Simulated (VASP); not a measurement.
# Bulk modulus against bond length in rock-salt alkali halides

PBEsol in VASP (plane waves, PAW). Static lattice, from a third-order Birch-Murnaghan fit over five volumes at each level. The bond length is the nearest-neighbour distance.

Here d stands for bond length and y for ln of B0 in GPa.

| solid | bond length (Å) | ln of B0 in GPa | cut-off (eV) |
|---|---|---|---|
| LiF | 2.007 | ? | 520 |
| NaF | 2.318 | 3.884 | 520 |
| LiCl | 2.533 | 3.559 | 520 |
| KF | 2.660 | 3.497 | 520 |
| LiBr | 2.707 | 3.360 | 520 |
| KCl | 3.127 | 2.915 | 520 |
| NaI | 3.204 | 2.835 | 520 |
| RbCl | 3.275 | 2.802 | 520 |
| RbBr | 3.426 | 2.629 | 520 |

Fit y of the 8 rows that show it with a straight line in ln d. With u = ln d - 1.06, the rows have u = -0.21930, -0.13060, -0.08167, -0.06416, 0.08007, 0.10440, 0.12632, 0.17139. Means: u -0.0016938, y 3.1851. About the means, the sum of products is -0.44067 and the sum of squares of u is 0.13855; the slope is their ratio. Least squares gives y = 3.1797 - 3.1805·u. Residuals (row less fit): 0.0068, -0.0361, 0.0575, -0.0238, -0.0100, -0.0127, 0.0241, -0.0056; standard error 0.0319 (degrees of freedom: 6). The slope is -3.18 with a standard error of 0.086. So B0 goes as d to the power -3.2 over these rows; such a law is empirical and holds within one kind of bonding.

**Question.** Estimate the missing y (d = 2.007); what did the run itself give?

**Answer.** u = -0.36336, so y = 3.1797 - 3.1805 × (-0.36336) = 4.3354. The calculation gives 4.287, 0.0484 below the prediction (2.9 % of the range of y in the table). The row lies outside the fitted rows, so this is an extrapolation. From the scatter of the fitted rows alone, a prediction at this place has a standard error of 0.0458, so the miss is 1.1 times that.

The run's B0 for LiF is 73 GPa. The rows are a random draw from the solids of this series computed here; series whose standard error about the line passes 12 to 30 % of the range of y, or with no trend, aren't shown in this form.
